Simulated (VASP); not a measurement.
Computed with PBE GGA, VASP's PBE PAW potentials (set 64) (plane waves; VASP 6.6.1).

Input for VASP

### KPOINTS
```
Automatic mesh
0
Gamma
7 7 1
0 0 0
```

File POSCAR:
```
PbO
1
    3.9645000000     0.0000000000     0.0000000000
    0.0000000000     3.9645000000     0.0000000000
    0.0000000000     0.0000000000    16.3659340000
Pb O
2 2
Direct
  0.4999020000  -0.0002940000   0.5741330000
 -0.0031290000   0.5009000000   0.4277990000
 -0.0017740000   0.0070650000   0.4977930000
  0.5050000000   0.4923290000   0.5002750000
```

### INCAR
```
SYSTEM = PbO
PREC = Accurate
ENCUT = 400
EDIFF = 1E-6
NELM = 100
ALGO = Normal
LREAL = .FALSE.
LASPH = .TRUE.
ISMEAR = 0
SIGMA = 0.2
GGA = PE
LMAXMIX = 4
LWAVE = .FALSE.
LCHARG = .FALSE.
ISIF = 2
```

POTCAR, in this order: Pb_d O (PBE.64 set). Program: vasp_std.

The run wrote:

OUTCAR:
```
 ion  position               nearest neighbor table
   1  0.500  1.000  0.574-   4 2.30   3 2.34   4 2.35   3 2.35   2 3.68   2 3.68   2 3.69   2 3.70
  LATTYP: Found a simple tetragonal cell.
 ALAT       =     3.9645000000
 C/A-ratio  =     4.1281205701
 Subroutine PRICEL returns:
 Original cell was already a primitive cell.
 Subroutine GETGRP returns: Found  1 space group operations
The static configuration has the point symmetry C_1 .
The dynamic configuration has the point symmetry C_1 .
 Subroutine INISYM returns: Found  1 space group operations
 Subroutine IBZKPT returns following result:
 Found     25 irreducible k-points:

 Following reciprocal coordinates:
            Coordinates               Weight
  0.000000  0.000000  0.000000      1.000000
  0.142857  0.000000  0.000000      2.000000
  0.000000  0.142857  0.000000      2.000000
  0.285714  0.000000  0.000000      2.000000
  0.000000  0.285714  0.000000      2.000000
  0.428571  0.000000  0.000000      2.000000
  0.000000  0.428571  0.000000      2.000000
  0.142857  0.142857  0.000000      2.000000
 -0.142857  0.142857  0.000000      2.000000
...
```

File OSZICAR:
```
       N       E                     dE             d eps       ncg     rms          rms(c)
DAV:   1     0.411332812404E+03    0.41133E+03   -0.16204E+04  1304   0.119E+03
DAV:   2     0.375697405918E+02   -0.37376E+03   -0.36900E+03  1464   0.376E+02
DAV:   3    -0.247376283864E+02   -0.62307E+02   -0.60857E+02  1680   0.175E+02
DAV:   4    -0.265322037613E+02   -0.17946E+01   -0.17942E+01  1488   0.386E+01
DAV:   5    -0.265756065632E+02   -0.43403E-01   -0.43399E-01  1768   0.459E+00    0.125E+01
DAV:   6    -0.215819911246E+02    0.49936E+01   -0.35833E+01  1920   0.465E+01    0.502E+00
DAV:   7    -0.215387687628E+02    0.43222E-01   -0.29796E+00  1528   0.121E+01    0.294E+00
DAV:   8    -0.215090588589E+02    0.29710E-01   -0.15209E+00  1976   0.106E+01    0.191E+00
DAV:   9    -0.214240885832E+02    0.84970E-01   -0.51557E-01  1992   0.613E+00    0.379E-01
DAV:  10    -0.214334788395E+02   -0.93903E-02   -0.38661E-02  1608   0.169E+00    0.226E-01
DAV:  11    -0.214297439621E+02    0.37349E-02   -0.31010E-02  2064   0.139E+00    0.195E-01
DAV:  12    -0.214295608660E+02    0.18310E-03   -0.35764E-03  1680   0.925E-01    0.813E-02
DAV:  13    -0.214294539743E+02    0.10689E-03   -0.26473E-03  1848   0.357E-01    0.721E-02
DAV:  14    -0.214295104874E+02   -0.56513E-04   -0.14954E-03  1792   0.374E-01    0.285E-02
DAV:  15    -0.214295797784E+02   -0.69291E-04   -0.14893E-04  1944   0.120E-01    0.160E-02
DAV:  16    -0.214299116239E+02   -0.33185E-03   -0.10123E-04  1856   0.113E-01    0.169E-02
DAV:  17    -0.214299793402E+02   -0.67716E-04   -0.19784E-05  1888   0.449E-02    0.604E-03
DAV:  18    -0.214300973381E+02   -0.11800E-03   -0.21479E-05  1336   0.435E-02    0.405E-03
DAV:  19    -0.214301295839E+02   -0.32246E-04   -0.47830E-06  1256   0.167E-02    0.990E-04
DAV:  20    -0.214301365924E+02   -0.70085E-05   -0.65149E-07  1024   0.608E-03    0.606E-04
DAV:  21    -0.214301376821E+02   -0.10897E-05   -0.12426E-07  1120   0.415E-03    0.408E-04
DAV:  22    -0.214301380094E+02   -0.32732E-06   -0.52645E-08  1032   0.197E-03
   1 F= -.21430138E+02 E0= -.21430138E+02  d E =-.178593E-10
```

### OUTCAR
```
------------------------ aborting loop because EDIFF is reached ----------------------------------------
  FORCE on cell =-STRESS in cart. coord.  units (eV):
  Direction    XX          YY          ZZ          XY          YZ          ZX
  --------------------------------------------------------------------------------------
  Total        0.5013564      1.2029487     -0.0593297     -0.0178318     -0.2045898     -0.1976916
  in kB        3.1227663      7.4927292     -0.3695432     -0.1110679     -1.2743154     -1.2313489
  external PRESSURE =       3.4153174 kB  Pullay stress =       0.0000000 kB
  volume of cell :      257.23
      direct lattice vectors                 reciprocal lattice vectors
     3.964500000  0.000000000  0.000000000     0.252238618  0.000000000  0.000000000
     0.000000000  3.964500000  0.000000000     0.000000000  0.252238618  0.000000000
     0.000000000  0.000000000 16.365934000     0.000000000  0.000000000  0.061102532
 POSITION                                       TOTAL-FORCE (eV/Angst)
 -----------------------------------------------------------------------------------
      1.98186      3.96333      9.39622        -0.022092     -0.079861      0.136810
      3.95210      1.98582      7.00133         0.139509      0.098439     -0.945806
      3.95747      0.02801      8.14685         0.103477     -0.323247      0.554515
      2.00207      1.95184      8.18747        -0.220894      0.304670      0.254481
 -----------------------------------------------------------------------------------
    total drift:                                0.000891     -0.000266     -0.000780
  FREE ENERGIE OF THE ION-ELECTRON SYSTEM (eV)
  ---------------------------------------------------
  free  energy   TOTEN  =       -21.4301380094 eV

  energy  without entropy=      -21.4301380094  energy(sigma->0) =      -21.43013801
```
(Selected blocks of OUTCAR.)

OUTCAR:
```
 val. band max:       -1.7675560518   @ k =   0.0000   0.0000   0.0000

 cond. band min:       0.8629169355   @ k =   0.0000   0.0000   0.0000


 Fermi energy:        -0.8684181439

 k-point     1 :       0.0000    0.0000    0.0000
  band No.  band energies     occupation
      1     -19.6069      2.00000
      2     -19.0452      2.00000
      3     -17.2243      2.00000
      4     -17.2222      2.00000
      5     -17.1813      2.00000
      6     -17.1681      2.00000
      7     -17.1261      2.00000
      8     -16.9671      2.00000
      9     -16.9666      2.00000
     10     -16.9338      2.00000
     11     -16.8896      2.00000
     12     -15.5997      2.00000
     13      -9.0873      2.00000
     14      -6.7194      2.00000
     15      -5.3886      2.00000
     16      -5.3545      2.00000
     17      -2.9253      2.00000
     18      -2.8869      2.00000
     19      -2.7928      2.00000
     20      -1.7676      2.00000
     21       0.8629      0.00000
     22       0.9708      0.00000
     23       2.8226      0.00000
     24       3.2655      0.00000

 k-point     2 :       0.1429    0.0000    0.0000
  band No.  band energies     occupation
      1     -19.5671      2.00000
      2     -19.0642      2.00000
      3     -17.2237      2.00000
      4     -17.2103      2.00000
      5     -17.1714      2.00000
      6     -17.1480      2.00000
      7     -17.1355      2.00000
      8     -16.9668      2.00000
      9     -16.9536      2.00000
     10     -16.8964      2.00000
     11     -16.8867      2.00000
     12     -15.6514      2.00000
     13      -9.0513      2.00000
     14      -6.8739      2.00000
     15      -5.3907      2.00000
     16      -5.2757      2.00000
     17      -3.1992      2.00000
     18      -3.0221      2.00000
     19      -2.8285      2.00000
     20      -1.7728      2.00000
     21       1.2250      0.00000
     22       1.3644      0.00000
     23       2.9766      0.00000
     24       3.1645      0.00000
...
```

At this cut-off the stress carries a Pulay error, which pulls relaxed volumes low. The cell holds a wide vacuum, so values per volume refer to the whole cell. Unless said otherwise, spin-orbit coupling is left out, though it shifts the bands of the heavy elements here.

The cell is a sheet with vacuum, built from a generated structure.
